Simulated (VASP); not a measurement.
These are r2SCAN meta-GGA, VASP's PBE PAW potentials (set 64) (plane waves; VASP) values and carry that method's errors.

VASP ran on this input.

KPOINTS:
```
Automatic mesh
0
Gamma
4 4 4
0 0 0
```

**INCAR**
```
SYSTEM = VCu3S4
PREC = Accurate
ENCUT = 400
EDIFF = 1E-6
NELM = 100
ALGO = Normal
LREAL = .FALSE.
LASPH = .TRUE.
ISMEAR = 0
SIGMA = 0.05
METAGGA = R2SCAN
LMIXTAU = .TRUE.
LMAXMIX = 4
LWAVE = .FALSE.
LCHARG = .FALSE.
IBRION = 2
ISIF = 3
NSW = 60
EDIFFG = -0.02
```

POSCAR:
```
VCu3S4
1.0
  5.3653239492   0.0000000000   0.0000000000
  0.0000000000   5.3653239492   0.0000000000
  0.0000000000   0.0000000000   5.3653239492
V Cu S
1 3 4
Cart
  5.3653239492   0.0000000000   5.3653239492
  2.6826619746   0.0000000000   5.3653239492
  5.3653239492   0.0000000000   2.6826619746
  5.3653239492   2.6826619746   5.3653239492
  1.2724324658   1.2724324658   1.2724324658
  1.2724324658   4.0928914834   4.0928914834
  4.0928914834   1.2724324658   4.0928914834
  4.0928914834   4.0928914834   1.2724324658
```

POTCAR, in this order: V_sv Cu S (PBE.64 set). Program: vasp_std.

Task: Predict the energy per atom (σ→0), band gap (on the k-mesh).

Result: 
```
Property                            Value
------------------------  ---------------
energy per atom (σ→0)     -10.553 eV/atom
band gap (on the k-mesh)          1.20 eV
```

File OSZICAR:
```
...
DAV:  15    -0.844206019431E+02   -0.18004E-02   -0.14382E-03   912   0.254E-01    0.237E-02
DAV:  16    -0.844206273087E+02   -0.25366E-04   -0.10075E-04   884   0.696E-02    0.125E-02
DAV:  17    -0.844206255661E+02    0.17426E-05   -0.85677E-05  1024   0.775E-02    0.105E-02
DAV:  18    -0.844206518972E+02   -0.26331E-04   -0.14027E-05  1264   0.441E-02    0.490E-03
DAV:  19    -0.844206555653E+02   -0.36682E-05   -0.65484E-06   868   0.139E-02    0.191E-03
DAV:  20    -0.844206570537E+02   -0.14884E-05   -0.10723E-06   472   0.962E-03    0.829E-04
DAV:  21    -0.844206573096E+02   -0.25585E-06   -0.24457E-07   462   0.739E-03
   1 F= -.84420657E+02 E0= -.84420657E+02  d E =-.844207E+02
```

The compound is VCu3S4 in the sg215 structure. It was relaxed first. The start is the result of an earlier pass. The run is not spin-polarised, so no magnetic state was tried.
